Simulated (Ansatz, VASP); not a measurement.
**Cross-check of TlS between VASP and Ansatz**

One calculation is typed for both programs; each brings its own data sets. How far apart do they land? The cell is taken from a series of runs on this material, whose earlier steps may have relaxed, scaled, displaced or heated it; both programs get it as it stands.

Method: plane waves, with VASP 6.6.1 beside it; zone-centre phonons at PBEsol, in Ansatz 0.2.0.

### 1. Starting point

Symmetry: P4/nmm, No. 129, tetragonal system. Conventional cell: a = 5.021 Å, b = 5.021 Å, c = 3.826 Å, α = 90.00°, β = 90.00°, γ = 90.00°. Tl has 4 S at 2.79 Å nearest. Nearest to S lie 4 Tl at 2.79 Å. Farther neighbours and most contacts between anions are not listed.

As a file:

```xyz
4
Lattice="5.0205 0.0000 0.0000 0.0000 5.0205 0.0000 0.0000 0.0000 3.8258" Properties=species:S:1:pos:R:3 pbc="T T T"
Tl    0.0000    0.0000    1.9129
Tl    2.5103    2.5103    1.9129
S     2.5103    0.0000    3.1278
S     0.0000    2.5103    0.6979
```

### 2. VASP: zone-centre phonons, PBEsol

Second derivatives magnify differences that forces hide, and they need a tight electronic threshold.

Lines of VASP's logs that name or quote its potential files are left out, and so is its time.

The input, INCAR:

```
SYSTEM = TlS
PREC = Accurate
ENCUT = 500
EDIFF = 1E-08
NELM = 120
ISMEAR = 1
SIGMA = 0.2
LREAL = .FALSE.
ALGO = Normal
GGA = PS
NBANDS = 25
LORBIT = 11
LWAVE = .FALSE.
LCHARG = .FALSE.
ISIF = 2
IBRION = 8
LASPH = .TRUE.
GGA_COMPAT = .FALSE.
KPAR = 2
```

The input, POSCAR:

```
TlS
1.0
    5.0205124799      0.0000000000      0.0000000000
    0.0000000000      5.0205124799      0.0000000000
    0.0000000000      0.0000000000      3.8257764856
Tl S
2 2
Direct
    0.0000000000      0.0000000000      0.5000000000
    0.5000000000      0.5000000000      0.5000000000
    0.5000000000      0.0000000000      0.8175696614
    0.0000000000      0.5000000000      0.1824303386
```

The input, KPOINTS:

```
Automatic mesh
0
Gamma
8 8 12
0 0 0
```

Potentials, in the order of the species: Tl_d and S (PBE family, release 64).

On the command line:

```sh
> mpirun -np 2 vasp_std
```

Numbers of over 12 decimals in the logs are rounded to 6 here.

What it wrote:

```text
[banner, memory and clock lines left out]
running    2 mpi-ranks, on    1 nodes
 distrk:  each k-point on    1 cores,    2 groups
 distr:  one band on    1 cores,    1 groups

 POSCAR found type information on POSCAR TlS
 POSCAR found :  2 types and       4 ions
|                                                                             |
|               ----> ADVICE to this user running VASP <----                  |
|                                                                             |
|     You enforced a specific xc type in the INCAR file but a different       |
|     [... a line on the potential file left out ...]
|     I HOPE YOU KNOW WHAT YOU ARE DOING!                                     |
|                                                                             |

 LDA part: xc-table for (Slater+PW92), standard interpolation
 POSCAR, INCAR and KPOINTS ok, starting setup
 FFT: planning ... GRIDC
 FFT: planning ... GRID_SOFT
 FFT: planning ... GRID
 WAVECAR not read
 entering main loop
       N       E                     dE             d eps       ncg     rms          rms(c)
DAV:   1     0.203147277010E+03    0.20315E+03   -0.19176E+04  5258   0.136E+03
DAV:   2    -0.643349353132E+01   -0.20958E+03   -0.20602E+03  6313   0.287E+02
DAV:   3    -0.147594911052E+02   -0.83260E+01   -0.82375E+01  6047   0.504E+01
DAV:   4    -0.148476801240E+02   -0.88189E-01   -0.87932E-01  6112   0.585E+00
DAV:   5    -0.148489432148E+02   -0.12631E-02   -0.12630E-02  6221   0.698E-01    0.991E+00
DAV:   6    -0.143442866747E+02    0.50466E+00   -0.10364E+00  5495   0.690E+00    0.695E+00
DAV:   7    -0.143341623654E+02    0.10124E-01   -0.33859E-01  6078   0.298E+00    0.246E+00
DAV:   8    -0.143274789782E+02    0.66834E-02   -0.54662E-02  5377   0.164E+00    0.416E-01
DAV:   9    -0.143264939416E+02    0.98504E-03   -0.61823E-03  5519   0.551E-01    0.919E-02
DAV:  10    -0.143265405364E+02   -0.46595E-04   -0.55896E-04  5799   0.130E-01    0.572E-02
DAV:  11    -0.143265412338E+02   -0.69743E-06   -0.65494E-05  5749   0.547E-02    0.115E-02
DAV:  12    -0.143265423834E+02   -0.11496E-05   -0.51826E-06  5997   0.130E-02    0.893E-03
DAV:  13    -0.143265426034E+02   -0.21994E-06   -0.75443E-07  6069   0.389E-03    0.206E-03
DAV:  14    -0.143265425944E+02    0.90022E-08   -0.91048E-08  5610   0.141E-03
   1 F= -.14326543E+02 E0= -.14324202E+02  d E =-.702061E-02
 Linear response reoptimize wavefunctions to high precision
DAV:   1    -0.143265426167E+02   -0.22265E-07   -0.21357E-08  5825   0.884E-04
DAV:   2    -0.143265426169E+02   -0.24147E-09   -0.28208E-09  3129   0.258E-04
DAV:   3    -0.143265426170E+02   -0.72760E-10   -0.16560E-10  2730   0.750E-05
 Linear response DOF=           4
 Linear response progress:
  Degree of freedom:   1/  4
       N       E                     dE             d eps       ncg     rms          rms(c)
RMM:   1    -0.347146778272E+00   -0.34715E+00   -0.21714E-01 20826   0.358E+00
RMM:   2    -0.346998116296E+00    0.14866E-03   -0.34411E-03 18781   0.418E-01    0.108E-01
RMM:   3    -0.346511011567E+00    0.48710E-03   -0.57956E-05 21924   0.565E-02    0.638E-02
RMM:   4    -0.345938818010E+00    0.57219E-03   -0.32239E-05 21608   0.311E-02    0.740E-03
RMM:   5    -0.345957613082E+00   -0.18795E-04   -0.47098E-07 22371   0.549E-03    0.274E-03
RMM:   6    -0.345972994854E+00   -0.15382E-04   -0.10475E-06 22082   0.313E-03    0.730E-04
RMM:   7    -0.345972240804E+00    0.75405E-06   -0.10349E-07 22488   0.704E-04    0.320E-04
RMM:   8    -0.345973789539E+00   -0.15487E-05    0.23632E-09 22556   0.247E-04    0.690E-05
RMM:   9    -0.345973938297E+00   -0.14876E-06   -0.60366E-10 22842   0.632E-05    0.241E-05
RMM:  10    -0.345973733541E+00    0.20476E-06    0.15169E-09 22437   0.298E-05    0.921E-06
RMM:  11    -0.345973827849E+00   -0.94308E-07   -0.84114E-09 22682   0.127E-05    0.364E-06
RMM:  12    -0.345973798634E+00    0.29215E-07   -0.53368E-09 22823   0.518E-06    0.627E-07
RMM:  13    -0.345973802655E+00   -0.40213E-08   -0.34969E-09 12675   0.199E-06    0.241E-07
 first order change of Fermi-energy  -0.94559E-05
 force on displaced ion       1 direction 1 :  -3.771   0.000  -0.002
 Linear response progress:
  Degree of freedom:   2/  4
       N       E                     dE             d eps       ncg     rms          rms(c)
RMM:   1    -0.335809693447E+00   -0.33581E+00   -0.22376E-01 14505   0.354E+00
RMM:   2    -0.336411142833E+00   -0.60145E-03   -0.32245E-03 13239   0.413E-01    0.823E-02
RMM:   3    -0.336165879973E+00    0.24526E-03   -0.67016E-05 15250   0.536E-02    0.509E-02
RMM:   4    -0.335933452694E+00    0.23243E-03   -0.14288E-05 15039   0.163E-02    0.194E-02
RMM:   5    -0.335828417775E+00    0.10503E-03   -0.19526E-06 15292   0.713E-03    0.254E-03
RMM:   6    -0.335849303443E+00   -0.20886E-04   -0.33536E-07 15143   0.205E-03    0.100E-03
RMM:   7    -0.335855581224E+00   -0.62778E-05    0.71090E-08 15694   0.662E-04    0.301E-04
RMM:   8    -0.335856148933E+00   -0.56771E-06   -0.28682E-08 15580   0.301E-04    0.626E-05
RMM:   9    -0.335856960213E+00   -0.81128E-06   -0.42973E-11 15896   0.701E-05    0.164E-05
RMM:  10    -0.335857014531E+00   -0.54318E-07   -0.11242E-08 15981   0.213E-05    0.486E-06
RMM:  11    -0.335857015413E+00   -0.88197E-09    0.36124E-09 14375   0.436E-06    0.241E-06
 first order change of Fermi-energy  -0.66019E-03
 force on displaced ion       1 direction 3 :   0.000   0.000  -0.911
 Linear response progress:
  Degree of freedom:   3/  4
       N       E                     dE             d eps       ncg     rms          rms(c)
RMM:   1    -0.115712903701E+00   -0.11571E+00    0.10201E-02 28191   0.147E+00
RMM:   2    -0.111447824787E+00    0.42651E-02   -0.46885E-03 18943   0.287E-01    0.109E-01
RMM:   3    -0.111734053471E+00   -0.28623E-03   -0.14744E-04 19687   0.490E-02    0.599E-02
RMM:   4    -0.111970750559E+00   -0.23670E-03   -0.48321E-05 19909   0.240E-02    0.109E-02
RMM:   5    -0.111945028982E+00    0.25722E-04   -0.47035E-06 20666   0.778E-03    0.295E-03
RMM:   6    -0.111942453245E+00    0.25757E-05   -0.13745E-07 20979   0.118E-03    0.177E-03
RMM:   7    -0.111943691307E+00   -0.12381E-05    0.19467E-07 20924   0.829E-04    0.492E-04
RMM:   8    -0.111943656369E+00    0.34938E-07    0.52844E-08 21329   0.183E-04    0.224E-04
RMM:   9    -0.111943866954E+00   -0.21059E-06   -0.10616E-09 21202   0.900E-05    0.308E-05
RMM:  10    -0.111944188524E+00   -0.32157E-06    0.12011E-08 21123   0.357E-05    0.100E-05
RMM:  11    -0.111944099560E+00    0.88964E-07    0.86776E-08 21455   0.130E-05    0.303E-06
RMM:  12    -0.111944093618E+00    0.59425E-08   -0.91929E-10 19081   0.353E-06    0.893E-07
 first order change of Fermi-energy   0.22998E-04
 force on displaced ion       3 direction 1 :  -3.162   0.000   0.003
 Linear response progress:
  Degree of freedom:   4/  4
       N       E                     dE             d eps       ncg     rms          rms(c)
RMM:   1    -0.108637360686E+00   -0.10864E+00   -0.16726E-02 10822   0.141E+00
RMM:   2    -0.104320781153E+00    0.43166E-02   -0.54279E-03  7975   0.291E-01    0.136E-01
RMM:   3    -0.104476910302E+00   -0.15613E-03   -0.17407E-04  8193   0.513E-02    0.777E-02
RMM:   4    -0.104602930545E+00   -0.12602E-03   -0.51023E-05  8467   0.213E-02    0.312E-02
RMM:   5    -0.104674103929E+00   -0.71173E-04   -0.87484E-06  8471   0.107E-02    0.598E-03
RMM:   6    -0.104674616338E+00   -0.51241E-06   -0.56449E-07  8618   0.219E-03    0.260E-03
RMM:   7    -0.104674255738E+00    0.36060E-06    0.74854E-07  8665   0.977E-04    0.668E-04
RMM:   8    -0.104677094614E+00   -0.28389E-05   -0.40589E-07  8722   0.317E-04    0.200E-04
RMM:   9    -0.104677245821E+00   -0.15121E-06    0.49816E-08  8857   0.932E-05    0.378E-05
RMM:  10    -0.104677075874E+00    0.16995E-06    0.51792E-08  8852   0.385E-05    0.826E-06
RMM:  11    -0.104677103459E+00   -0.27586E-07   -0.30389E-08  8258   0.774E-06    0.328E-06
RMM:  12    -0.104677118570E+00   -0.15111E-07    0.65667E-09  7665   0.409E-06    0.762E-07
RMM:  13    -0.104677118996E+00   -0.42553E-09    0.13859E-08  4302   0.129E-06    0.264E-07
 first order change of Fermi-energy  -0.46980E+00
 force on displaced ion       3 direction 3 :   0.000   0.000  -1.696
 Linear response finished
```

From OUTCAR (step 2):

```text
ion  position               nearest neighbor table
   1  0.000  0.000  0.500-   3 2.79   4 2.79   4 2.79   3 2.79   2 3.55   2 3.55   2 3.55   2 3.55

  LATTYP: Found a simple tetragonal cell.
 ALAT       =     5.0205124799
 C/A-ratio  =     0.7620290759

 Subroutine GETGRP returns: Found 16 space group operations
 (whereof  8 operations were pure point group operations)

The static configuration has the point symmetry D_2d.
 The point group associated with its full space group is D_4h.

 Found    105 irreducible k-points:

   k-points           NKPTS =    105   k-points in BZ     NKDIM =    105   number of bands    NBANDS=     25

   dimension x,y,z NGX =    40 NGY =   40 NGZ =   28
   dimension x,y,z NGXF=    80 NGYF=   80 NGZF=   56

   ENCUT  =  500.0 eV  36.75 Ry    6.06 a.u.   9.15  9.15  6.98*2*pi/ulx,y,z

   NELECT =      38.0000    total number of electrons

 k-points in reciprocal lattice and weights: Automatic mesh
   0.00000000  0.00000000  0.00000000       0.001
   0.12500000  0.00000000  0.00000000       0.005
   0.25000000  0.00000000  0.00000000       0.005
   0.37500000  0.00000000  0.00000000       0.005
   0.50000000  0.00000000  0.00000000       0.003
   0.12500000  0.12500000  0.00000000       0.005
   0.25000000  0.12500000  0.00000000       0.010
   0.37500000  0.12500000  0.00000000       0.010
   0.50000000  0.12500000  0.00000000       0.005
[...]
0.50000000  0.37500000  0.50000000       0.005
   0.50000000  0.50000000  0.50000000       0.001

 average (electrostatic) potential at core
       1 -83.4561       2 -83.4561       3 -86.0991       4 -86.0991

  Total       -0.0392193     -0.0392193     -0.0315678      0.0000000      0.0000000      0.0000000
  in kB       -0.6516202     -0.6516202     -0.5244930      0.0000000      0.0000000      0.0000000
  external PRESSURE =      -0.6092445 kB  Pullay stress =       0.0000000 kB

  energy-cutoff  :      500.00
  volume of cell :       96.43
      direct lattice vectors                 reciprocal lattice vectors
     5.020512480  0.000000000  0.000000000     0.199182853  0.000000000  0.000000000
     0.000000000  5.020512480  0.000000000     0.000000000  0.199182853  0.000000000
     0.000000000  0.000000000  3.825776486     0.000000000  0.000000000  0.261384847

 POSITION                                       TOTAL-FORCE (eV/Angst)
 -----------------------------------------------------------------------------------
      0.00000      0.00000      1.91289         0.000000     -0.000000      0.000000
      2.51026      2.51026      1.91289         0.000000      0.000000      0.000000
      2.51026      0.00000      3.12784         0.000000      0.000000     -0.000856
      0.00000      2.51026      0.69794         0.000000      0.000000      0.000856
 -----------------------------------------------------------------------------------
    total drift:                               -0.000000      0.000000     -0.000000

 Eigenvectors and eigenvalues of the dynamical matrix
 ----------------------------------------------------

   1 f  =    5.789153 THz    36.374320 2PiTHz  193.105353 cm-1    23.942002 meV
             X         Y         Z           dx          dy          dz
      0.000000  0.000000  1.912888    -0.029199    0.189079   -0.000000
      2.510256  2.510256  1.912888     0.029199   -0.189079   -0.000000
      2.510256  0.000000  3.127839     0.103894    0.672758   -0.000000
      0.000000  2.510256  0.697938    -0.103894   -0.672758    0.000000

   2 f  =    5.789153 THz    36.374320 2PiTHz  193.105353 cm-1    23.942002 meV
             X         Y         Z           dx          dy          dz
      0.000000  0.000000  1.912888     0.189079    0.029199   -0.000000
      2.510256  2.510256  1.912888    -0.189079   -0.029199   -0.000000
      2.510256  0.000000  3.127839    -0.672758    0.103894    0.000000
      0.000000  2.510256  0.697938     0.672758   -0.103894    0.000000

   3 f  =    4.412343 THz    27.723571 2PiTHz  147.179934 cm-1    18.247978 meV
             X         Y         Z           dx          dy          dz
      0.000000  0.000000  1.912888    -0.247726    0.081125   -0.000000
      2.510256  2.510256  1.912888    -0.247726    0.081125    0.000000
      2.510256  0.000000  3.127839     0.624663   -0.204564    0.000000
      0.000000  2.510256  0.697938     0.624663   -0.204564    0.000000

   4 f  =    4.412343 THz    27.723571 2PiTHz  147.179934 cm-1    18.247978 meV
             X         Y         Z           dx          dy          dz
      0.000000  0.000000  1.912888     0.081125    0.247726   -0.000000
      2.510256  2.510256  1.912888     0.081125    0.247726   -0.000000
      2.510256  0.000000  3.127839    -0.204564   -0.624663   -0.000000
      0.000000  2.510256  0.697938    -0.204564   -0.624663    0.000000

   5 f  =    3.888116 THz    24.429756 2PiTHz  129.693604 cm-1    16.079950 meV
             X         Y         Z           dx          dy          dz
      0.000000  0.000000  1.912888    -0.000000   -0.000000   -0.000000
      2.510256  2.510256  1.912888    -0.000000   -0.000000   -0.000000
      2.510256  0.000000  3.127839     0.000000    0.000000   -0.707107
      0.000000  2.510256  0.697938     0.000000    0.000000    0.707107

   6 f  =    3.525245 THz    22.149770 2PiTHz  117.589527 cm-1    14.579237 meV
             X         Y         Z           dx          dy          dz
      0.000000  0.000000  1.912888    -0.000000   -0.000000    0.260973
      2.510256  2.510256  1.912888    -0.000000   -0.000000    0.260973
      2.510256  0.000000  3.127839     0.000000    0.000000   -0.657186
      0.000000  2.510256  0.697938     0.000000    0.000000   -0.657186

   7 f  =    2.056338 THz    12.920355 2PiTHz   68.592063 cm-1     8.504328 meV
             X         Y         Z           dx          dy          dz
      0.000000  0.000000  1.912888    -0.642604    0.224625    0.000000
      2.510256  2.510256  1.912888     0.642604   -0.224625   -0.000000
      2.510256  0.000000  3.127839    -0.180604   -0.063131   -0.000000
      0.000000  2.510256  0.697938     0.180604    0.063131   -0.000000

   8 f  =    2.056338 THz    12.920355 2PiTHz   68.592063 cm-1     8.504328 meV
             X         Y         Z           dx          dy          dz
      0.000000  0.000000  1.912888    -0.224625   -0.642604    0.000000
      2.510256  2.510256  1.912888     0.224625    0.642604   -0.000000
      2.510256  0.000000  3.127839    -0.063131    0.180604    0.000000
      0.000000  2.510256  0.697938     0.063131   -0.180604   -0.000000

   9 f  =    0.697207 THz     4.380684 2PiTHz   23.256337 cm-1     2.883417 meV
             X         Y         Z           dx          dy          dz
      0.000000  0.000000  1.912888    -0.000000    0.000000   -0.707107
      2.510256  2.510256  1.912888    -0.000000    0.000000    0.707107
      2.510256  0.000000  3.127839    -0.000000    0.000000   -0.000000
      0.000000  2.510256  0.697938    -0.000000    0.000000   -0.000000

  10 f/i=    0.001821 THz     0.011441 2PiTHz    0.060737 cm-1     0.007530 meV
             X         Y         Z           dx          dy          dz
      0.000000  0.000000  1.912888    -0.626178   -0.199879   -0.000000
      2.510256  2.510256  1.912888    -0.626178   -0.199879   -0.000000
      2.510256  0.000000  3.127839    -0.248327   -0.079267   -0.000000
      0.000000  2.510256  0.697938    -0.248327   -0.079267   -0.000000

  11 f/i=    0.001821 THz     0.011441 2PiTHz    0.060737 cm-1     0.007530 meV
             X         Y         Z           dx          dy          dz
      0.000000  0.000000  1.912888     0.199879   -0.626178   -0.000000
      2.510256  2.510256  1.912888     0.199879   -0.626178   -0.000000
      2.510256  0.000000  3.127839     0.079267   -0.248327   -0.000000
      0.000000  2.510256  0.697938     0.079267   -0.248327   -0.000000

  12 f/i=    0.003071 THz     0.019298 2PiTHz    0.102451 cm-1     0.012702 meV
             X         Y         Z           dx          dy          dz
      0.000000  0.000000  1.912888     0.000000   -0.000000    0.657186
      2.510256  2.510256  1.912888     0.000000   -0.000000    0.657186
      2.510256  0.000000  3.127839     0.000000   -0.000000    0.260973
      0.000000  2.510256  0.697938     0.000000   -0.000000    0.260973

 ELASTIC MODULI CONTR FROM IONIC RELAXATION (kBar)
 Direction    XX          YY          ZZ          XY          YZ          ZX
 --------------------------------------------------------------------------------
 XX       -1838.6317   1324.2684   -199.7834      0.0000     -0.0000     -0.0000
 YY        1324.2684  -1838.6317   -199.7834      0.0000      0.0000      0.0000
 ZZ        -199.7834   -199.7834   -155.1954      0.0000     -0.0000      0.0000
 XY           0.0000      0.0000      0.0000      0.0000      0.0000      0.0000
 YZ          -0.0000      0.0000     -0.0000      0.0000   -188.7375      0.0000
 ZX          -0.0000      0.0000      0.0000      0.0000      0.0000   -221.8883
 --------------------------------------------------------------------------------
```

[end of part 1 of 2]

[Lines on the potential files, build, host, timing and source positions are cut from VASP's logs without a mark.]

[Logs are printed without paths, hosts, clocks, repeated set-up lines and the standing remarks that a program may print on its own settings, such as how far it seeks lower states.]

[Hosts, paths, dates, database ids (printed as entryN), source tags and the programs' standing remarks are cut or masked in the printed files.]
